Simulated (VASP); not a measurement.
# Si63P (a cell with a defect) in VASP: hyperfine couplings with PBE

Aim: the hyperfine couplings of Si63P (a cell with a defect) with PBE.

Everything below comes from runs of VASP 6.6.1. Logs are shortened: lines on timing, memory, paths and dates and some standing lists are left out, and cuts for length are marked.

## 1. The crystal as given

The cell holds a defect, 64 atoms: a = 10.964 Å, b = 10.964 Å, c = 10.783 Å, α = 90.00°, β = 90.00°, γ = 90.00°.

The cell was built by a generator and needn't be a form met in nature.

## 2. Hyperfine couplings, PBE, collinear spin, ferromagnetic start

The input, INCAR:

```
PREC = Accurate
ENCUT = 350
EDIFF = 1E-6
ISMEAR = 0
SIGMA = 0.02
LREAL = False
LASPH = True
NELM = 100
ALGO = Normal
ISIF = 2
LWAVE = False
LCHARG = False
ISPIN = 2
MAGMOM = 0.5 0 0 0 0 0 0 0 0 0 0 0 0 0 0 0 0 0 0 0 0 0 0 0 0 0 0 0 0 0 0 0 0 0 0 0 0 0 0 0 0 0 0 0 0 0 0 0 0 0 0 0 0 0 0 0 0 0 0 0 0 0 0 0
LORBIT = 11
NUPDOWN = 1
GGA = PE
LHYPERFINE = True
```

The input, KPOINTS:

```
Automatic mesh
0
Gamma
  1 1 1
```

The input, POSCAR:

```
Si63P
1.0
   10.9641028000      0.0000000000      0.0000000000
    0.0000000000     10.9641028000      0.0000000000
    0.0000000000      0.0000000000     10.7831766400
P Si
1 63
Direct
    0.0000000000      0.0000000000      0.0000000000
    0.0000000000      0.2500000000      0.2500000000
    0.2500000000      0.0000000000      0.2500000000
    0.2500000000      0.2500000000      0.0000000000
    0.1250000000      0.1250000000      0.1250000000
    0.1250000000      0.3750000000      0.3750000000
    0.3750000000      0.1250000000      0.3750000000
    0.3750000000      0.3750000000      0.1250000000
    0.0000000000      0.0000000000      0.5000000000
    0.0000000000      0.2500000000      0.7500000000
    0.2500000000      0.0000000000      0.7500000000
    0.2500000000      0.2500000000      0.5000000000
    0.1250000000      0.1250000000      0.6250000000
    0.1250000000      0.3750000000      0.8750000000
    0.3750000000      0.1250000000      0.8750000000
    0.3750000000      0.3750000000      0.6250000000
    0.0000000000      0.5000000000      0.0000000000
    0.0000000000      0.7500000000      0.2500000000
    0.2500000000      0.5000000000      0.2500000000
    0.2500000000      0.7500000000      0.0000000000
    0.1250000000      0.6250000000      0.1250000000
    0.1250000000      0.8750000000      0.3750000000
    0.3750000000      0.6250000000      0.3750000000
    0.3750000000      0.8750000000      0.1250000000
    0.0000000000      0.5000000000      0.5000000000
    0.0000000000      0.7500000000      0.7500000000
    0.2500000000      0.5000000000      0.7500000000
    0.2500000000      0.7500000000      0.5000000000
    0.1250000000      0.6250000000      0.6250000000
    0.1250000000      0.8750000000      0.8750000000
    0.3750000000      0.6250000000      0.8750000000
    0.3750000000      0.8750000000      0.6250000000
    0.5000000000      0.0000000000      0.0000000000
    0.5000000000      0.2500000000      0.2500000000
    0.7500000000      0.0000000000      0.2500000000
    0.7500000000      0.2500000000      0.0000000000
    0.6250000000      0.1250000000      0.1250000000
    0.6250000000      0.3750000000      0.3750000000
    0.8750000000      0.1250000000      0.3750000000
    0.8750000000      0.3750000000      0.1250000000
    0.5000000000      0.0000000000      0.5000000000
    0.5000000000      0.2500000000      0.7500000000
    0.7500000000      0.0000000000      0.7500000000
    0.7500000000      0.2500000000      0.5000000000
    0.6250000000      0.1250000000      0.6250000000
    0.6250000000      0.3750000000      0.8750000000
    0.8750000000      0.1250000000      0.8750000000
    0.8750000000      0.3750000000      0.6250000000
    0.5000000000      0.5000000000      0.0000000000
    0.5000000000      0.7500000000      0.2500000000
    0.7500000000      0.5000000000      0.2500000000
    0.7500000000      0.7500000000      0.0000000000
    0.6250000000      0.6250000000      0.1250000000
    0.6250000000      0.8750000000      0.3750000000
    0.8750000000      0.6250000000      0.3750000000
    0.8750000000      0.8750000000      0.1250000000
    0.5000000000      0.5000000000      0.5000000000
    0.5000000000      0.7500000000      0.7500000000
    0.7500000000      0.5000000000      0.7500000000
    0.7500000000      0.7500000000      0.5000000000
    0.6250000000      0.6250000000      0.6250000000
    0.6250000000      0.8750000000      0.8750000000
    0.8750000000      0.6250000000      0.8750000000
    0.8750000000      0.8750000000      0.6250000000
```

Potentials or basis: VASP PAW PBE potentials, release 64 (P, Si).

Command:

```
$ cat potpaw_PBE.64/P/POTCAR potpaw_PBE.64/Si/POTCAR > POTCAR
$ mpirun -np 1 vasp_std > vasp.out
```

OUTCAR:

```text
PREC = Accurate
   ENCUT = 350
   EDIFF = 1E-6
   ISMEAR = 0
   LREAL = False
   LASPH = True
   NELM = 100
   ISIF = 2
   ISPIN = 2
   LORBIT = 11
   NUPDOWN = 1
   GGA = PE

 ion  position               nearest neighbor table
   1  0.000  0.000  0.000-   5 2.36  30 2.36  47 2.36  56 2.36
   2  0.000  0.250  0.250-   5 2.36   6 2.36  39 2.36  40 2.36
   3  0.250  0.000  0.250-   5 2.36   7 2.36  22 2.36  24 2.36
   4  0.250  0.250  0.000-   5 2.36   8 2.36  14 2.36  15 2.36
   5  0.125  0.125  0.125-   1 2.36   2 2.36   3 2.36   4 2.36
   6  0.125  0.375  0.375-   2 2.36  12 2.36  19 2.36  25 2.36
[... 56 lines left out ...]
  63  0.875  0.625  0.875-  17 2.36  26 2.36  52 2.36  59 2.36
  64  0.875  0.875  0.625-   9 2.36  26 2.36  43 2.36  60 2.36

  LATTYP: Found a simple tetragonal cell.
 ALAT       =    10.9641028000
 C/A-ratio  =     0.9834983160

  Lattice vectors:

 A1 = (  10.9641028000,   0.0000000000,   0.0000000000)
 A2 = (   0.0000000000,  10.9641028000,   0.0000000000)
 A3 = (   0.0000000000,   0.0000000000,  10.7831766400)

Analysis of symmetry for initial positions (statically):
=====================================================================
 Subroutine PRICEL returns:
 Original cell was already a primitive cell.

 Routine SETGRP: Setting up the symmetry group for a
 simple tetragonal supercell.

 Subroutine GETGRP returns: Found  8 space group operations
 (whereof  8 operations were pure point group operations)
 out of a pool of 16 trial point group operations.

The static configuration has the point symmetry D_2d.

Analysis of symmetry for dynamics (positions and initial velocities):
=====================================================================
 Subroutine PRICEL returns:
 Original cell was already a primitive cell.

 Routine SETGRP: Setting up the symmetry group for a
 simple tetragonal supercell.

 Subroutine GETGRP returns: Found  8 space group operations
 (whereof  8 operations were pure point group operations)
 out of a pool of 16 trial point group operations.

The dynamic configuration has the point symmetry D_2d.

Analysis of structural, dynamic, and magnetic symmetry:
=====================================================================
 Subroutine PRICEL returns:
 Original cell was already a primitive cell.

 Routine SETGRP: Setting up the symmetry group for a
 simple tetragonal supercell.

 Subroutine GETGRP returns: Found  8 space group operations
 (whereof  8 operations were pure point group operations)
 out of a pool of 16 trial point group operations.

The overall configuration has the point symmetry D_2d.

 Subroutine INISYM returns: Found  8 space group operations
 (whereof  8 operations are pure point group operations),
 and found     1 'primitive' translations

----------------------------------------------------------------------------------------

                                     Primitive cell

  volume of cell :    1296.2624

  direct lattice vectors                    reciprocal lattice vectors
    10.964102800  0.000000000  0.000000000     0.091206733  0.000000000  0.000000000
     0.000000000 10.964102800  0.000000000     0.000000000  0.091206733  0.000000000
     0.000000000  0.000000000 10.783176640     0.000000000  0.000000000  0.092737051

  length of vectors
    10.964102800 10.964102800 10.783176640     0.091206733  0.091206733  0.092737051

  position of ions in fractional coordinates (direct lattice)
     0.000000000  0.000000000  0.000000000
     0.000000000  0.250000000  0.250000000
     0.250000000  0.000000000  0.250000000
     0.250000000  0.250000000  0.000000000
[... 231 lines left out ...]

 spin component 1

 k-point     1 :       0.0000    0.0000    0.0000
  band No.  band energies     occupation
      1      -6.6820      1.00000
      2      -5.8963      1.00000
      3      -5.0846      1.00000
      4      -5.0846      1.00000
      5      -5.0587      1.00000
      6      -5.0565      1.00000
[... 132 lines left out ...]
    139       6.8651      0.00000
    140       6.9270      0.00000
 Fermi energy:         5.9359348223

 spin component 2

 k-point     1 :       0.0000    0.0000    0.0000
  band No.  band energies     occupation
      1      -6.6459      1.00000
      2      -5.8805      1.00000
      3      -5.0640      1.00000
      4      -5.0640      1.00000
      5      -5.0497      1.00000
      6      -5.0387      1.00000
[... 132 lines left out ...]
    139       6.8929      0.00000
    140       6.9435      0.00000
 [bands above 140 left out]

------------------------ aborting loop because EDIFF is reached ----------------------------------------

  FORCE on cell =-STRESS in cart. coord.  units (eV):
  Direction    XX          YY          ZZ          XY          YZ          ZX
  --------------------------------------------------------------------------------------
  -------------------------------------------------------------------------------------
  Total        6.9652066      6.9652066     15.8222838      0.0000000      0.0000000      0.0000000
  in kB        8.6089794      8.6089794     19.5563065      0.0000000      0.0000000      0.0000000
  external PRESSURE =      12.2580884 kB  Pullay stress =       0.0000000 kB

 VOLUME and BASIS-vectors are now :
 -----------------------------------------------------------------------------
  energy-cutoff  :      350.00
  volume of cell :     1296.26
      direct lattice vectors                 reciprocal lattice vectors
    10.964102800  0.000000000  0.000000000     0.091206733  0.000000000  0.000000000
     0.000000000 10.964102800  0.000000000     0.000000000  0.091206733  0.000000000
     0.000000000  0.000000000 10.783176640     0.000000000  0.000000000  0.092737051

 POSITION                                       TOTAL-FORCE (eV/Angst)
 -----------------------------------------------------------------------------------
      0.00000      0.00000      0.00000        -0.000000     -0.000000      0.000000
      0.00000      2.74103      2.69579        -0.131958     -0.060951     -0.076578
      2.74103      0.00000      2.69579        -0.060951     -0.131958     -0.076578
      2.74103      2.74103      0.00000        -0.056792     -0.056792     -0.102182
      1.37051      1.37051      1.34790         0.156840      0.156840      0.053102
      1.37051      4.11154      4.04369         0.168599     -0.120519     -0.065632
[... 56 lines left out ...]
      9.59359      6.85256      9.43528        -0.046650      0.050597     -0.019482
      9.59359      9.59359      6.73949        -0.050806     -0.050806      0.005960
 -----------------------------------------------------------------------------------
    total drift:                               -0.000000     -0.000000      0.000000

  FREE ENERGIE OF THE ION-ELECTRON SYSTEM (eV)
  ---------------------------------------------------
  free  energy   TOTEN  =      -340.2001682212 eV

  energy  without entropy=     -340.2001681153  energy(sigma->0) =     -340.20016817

 Fermi contact (isotropic) hyperfine coupling parameter (MHz)
 -------------------------------------------------------------
  ion      A_pw      A_1PS     A_1AE     A_1c      A_tot
 -------------------------------------------------------------
   1       0.006     0.015    49.278     0.669    49.270
   2       0.002     0.002     0.388     0.012     0.388
   3       0.002     0.002     0.388     0.012     0.388
   4       0.003     0.003    -0.258     0.003    -0.258
   5      -0.029    -0.028     0.704    -0.051     0.703
   6      -0.003    -0.003     0.625     0.004     0.625
[... 56 lines left out ...]
  63      -0.004    -0.004     0.448    -0.001     0.448
  64      -0.003    -0.003     0.256    -0.002     0.256
 -------------------------------------------------------------

 Dipolar hyperfine coupling parameters (MHz)
 ---------------------------------------------------------------------
  ion      A_xx      A_yy      A_zz      A_xy      A_xz      A_yz
 ---------------------------------------------------------------------
   1      -0.107    -0.107     0.215    -0.000     0.000     0.000
   2      -0.025    -0.008     0.033     0.032     0.035     0.010
   3      -0.008    -0.025     0.033     0.032     0.010     0.035
   4      -0.042    -0.042     0.084    -0.018     0.007     0.007
   5      -0.130    -0.130     0.260     0.343     0.569     0.569
   6       0.063    -0.060    -0.003    -0.015    -0.119    -0.001
[... 56 lines left out ...]
  63      -0.044    -0.055     0.098    -0.058     0.118    -0.093
  64      -0.027    -0.027     0.054     0.071    -0.092    -0.092
 ---------------------------------------------------------------------

 Total hyperfine coupling parameters after diagonalization (MHz)
 (convention: |A_zz| > |A_xx| > |A_yy|)
 ----------------------------------------------------------------------
  ion      A_xx      A_yy      A_zz     asymmetry (A_yy - A_xx)/ A_zz
 ----------------------------------------------------------------------
   1      49.162    49.162    49.484      -0.000
   2       0.386     0.333     0.446      -0.120
   3       0.386     0.333     0.446      -0.120
   4      -0.282    -0.174    -0.319      -0.339
   5       0.230     0.134     1.744      -0.055
   6       0.567     0.529     0.779      -0.049
[... 56 lines left out ...]
  63       0.350     0.336     0.658      -0.021
  64       0.175     0.158     0.434      -0.038
 ---------------------------------------------------------------------

 total charge

# of ion       s       p       d       tot
------------------------------------------
    1        1.034   1.477   0.000   2.511
    2        0.738   0.952   0.000   1.689
    3        0.738   0.952   0.000   1.689
    4        0.737   0.951   0.000   1.688
    5        0.740   0.917   0.000   1.657
    6        0.737   0.951   0.000   1.688
[... 56 lines left out ...]
   63        0.737   0.953   0.000   1.690
   64        0.737   0.954   0.000   1.691
--------------------------------------------------
tot         47.534  61.312   0.000 108.846

 magnetization (x)

# of ion       s       p       d       tot
------------------------------------------
    1        0.033  -0.001   0.000   0.032
    2        0.000  -0.001   0.000  -0.001
    3        0.000  -0.001   0.000  -0.001
    4       -0.000  -0.001   0.000  -0.002
    5        0.001   0.013   0.000   0.014
    6        0.001   0.001   0.000   0.002
[... 56 lines left out ...]
   63        0.000   0.002   0.000   0.002
   64        0.000   0.001   0.000   0.002
--------------------------------------------------
tot          0.107   0.066   0.000   0.173
```

Run time: 32 min. Hardware: 1 thread of Intel Xeon Platinum 8259CL at 2.50GHz (Skylake/Cascade Lake), shared host; peak memory 1 GiB.

Results:

```yaml
Free_energy: -340.2002 eV
Pressure: 1.2 GPa
Largest_force: 0.228 eV/Å
Net_moment: 1.00 μB per cell
Site_moments: P +0.03; Si -0.00, +0.01, +0.00 μB
Valence_electrons_inside_the_program's_atomic_spheres: P 2.51; Si 1.69, 1.66, 1.70
```

Forces in eV/Å, atoms in the order of the input:
```
P    0.000  0.000  0.000
Si  -0.132 -0.061 -0.077
Si  -0.061 -0.132 -0.077
Si  -0.057 -0.057 -0.102
Si   0.157  0.157  0.053
Si   0.169 -0.121 -0.066
Si  -0.121  0.169 -0.066
Si  -0.090 -0.090  0.133
Si   0.000  0.000  0.000
Si   0.132 -0.061  0.077
Si  -0.061  0.132  0.077
Si  -0.010 -0.010 -0.019
Si   0.051  0.051  0.006
Si   0.047 -0.051 -0.019
Si  -0.051  0.047 -0.019
Si  -0.029 -0.029  0.017
Si   0.000  0.000  0.000
Si   0.132  0.061 -0.077
Si   0.003 -0.016 -0.029
Si  -0.057  0.057  0.102
Si   0.047  0.051  0.019
Si   0.051 -0.051 -0.006
Si  -0.029  0.029 -0.017
Si  -0.051 -0.047  0.019
Si   0.000  0.000  0.000
Si  -0.132  0.061  0.077
Si   0.003  0.016  0.029
Si  -0.010  0.010  0.019
Si   0.169  0.121  0.066
Si   0.157 -0.157 -0.053
Si  -0.090  0.090 -0.133
Si  -0.121 -0.169  0.066
Si   0.000  0.000  0.000
Si  -0.016  0.003 -0.029
Si   0.061  0.132 -0.077
Si   0.057 -0.057  0.102
Si   0.051  0.047  0.019
Si   0.029 -0.029 -0.017
Si  -0.051  0.051 -0.006
Si  -0.047 -0.051  0.019
Si   0.000  0.000  0.000
Si   0.016  0.003  0.029
Si   0.061 -0.132  0.077
Si   0.010 -0.010  0.019
Si   0.121  0.169  0.066
Si   0.090 -0.090 -0.133
Si  -0.157  0.157 -0.053
Si  -0.169 -0.121  0.066
Si   0.000  0.000  0.000
Si   0.016 -0.003 -0.029
Si  -0.003  0.016 -0.029
Si   0.057  0.057 -0.102
Si   0.090  0.090  0.133
Si   0.121 -0.169 -0.066
Si  -0.169  0.121 -0.066
Si  -0.157 -0.157  0.053
Si   0.000  0.000  0.000
Si  -0.016 -0.003  0.029
Si  -0.003 -0.016  0.029
Si   0.010  0.010 -0.019
Si   0.029  0.029  0.017
Si   0.051 -0.047 -0.019
Si  -0.047  0.051 -0.019
Si  -0.051 -0.051  0.006
```

Hyperfine coupling, principal values (MHz):
```
 atom            values
  1 P  49.2, 49.2, 49.5
 2 Si     0.4, 0.3, 0.4
 3 Si     0.4, 0.3, 0.4
 4 Si  -0.3, -0.2, -0.3
 5 Si     0.2, 0.1, 1.7
 6 Si     0.6, 0.5, 0.8
 7 Si     0.6, 0.5, 0.8
 8 Si     0.3, 0.2, 0.7
 9 Si     2.7, 2.7, 2.7
10 Si     0.4, 0.3, 0.4
11 Si     0.4, 0.3, 0.4
12 Si  -0.4, -0.4, -0.4
13 Si     0.2, 0.2, 0.4
14 Si     0.3, 0.3, 0.7
15 Si     0.3, 0.3, 0.7
16 Si   -0.1, 0.0, -0.1
17 Si     3.0, 2.9, 3.0
18 Si     0.4, 0.3, 0.4
19 Si     1.6, 1.5, 1.6
20 Si  -0.3, -0.2, -0.3
21 Si     0.3, 0.3, 0.7
22 Si     0.2, 0.2, 0.4
23 Si   -0.1, 0.0, -0.1
24 Si     0.3, 0.3, 0.7
25 Si  14.3, 14.3, 14.4
26 Si     0.4, 0.3, 0.4
27 Si     1.6, 1.5, 1.6
28 Si  -0.4, -0.4, -0.4
29 Si     0.6, 0.5, 0.8
30 Si     0.2, 0.1, 1.7
31 Si     0.3, 0.2, 0.7
32 Si     0.6, 0.5, 0.8
33 Si     3.0, 2.9, 3.0
34 Si     1.6, 1.5, 1.6
35 Si     0.4, 0.3, 0.4
36 Si  -0.3, -0.2, -0.3
37 Si     0.3, 0.3, 0.7
38 Si   -0.1, 0.0, -0.1
39 Si     0.2, 0.2, 0.4
40 Si     0.3, 0.3, 0.7
41 Si  14.3, 14.3, 14.4
42 Si     1.6, 1.5, 1.6
43 Si     0.4, 0.3, 0.4
44 Si  -0.4, -0.4, -0.4
45 Si     0.6, 0.5, 0.8
46 Si     0.3, 0.2, 0.7
47 Si     0.2, 0.1, 1.7
48 Si     0.6, 0.5, 0.8
49 Si  15.7, 15.7, 15.9
50 Si     1.6, 1.5, 1.6
51 Si     1.6, 1.5, 1.6
52 Si  -0.3, -0.2, -0.3
53 Si     0.3, 0.2, 0.7
54 Si     0.6, 0.5, 0.8
55 Si     0.6, 0.5, 0.8
56 Si     0.2, 0.1, 1.7
57 Si     2.1, 2.1, 2.1
58 Si     1.6, 1.5, 1.6
59 Si     1.6, 1.5, 1.6
60 Si  -0.4, -0.4, -0.4
61 Si   -0.1, 0.0, -0.1
62 Si     0.3, 0.3, 0.7
63 Si     0.3, 0.3, 0.7
64 Si     0.2, 0.2, 0.4
```

Caveat: the total moment is fixed, so each spin has its own Fermi level.
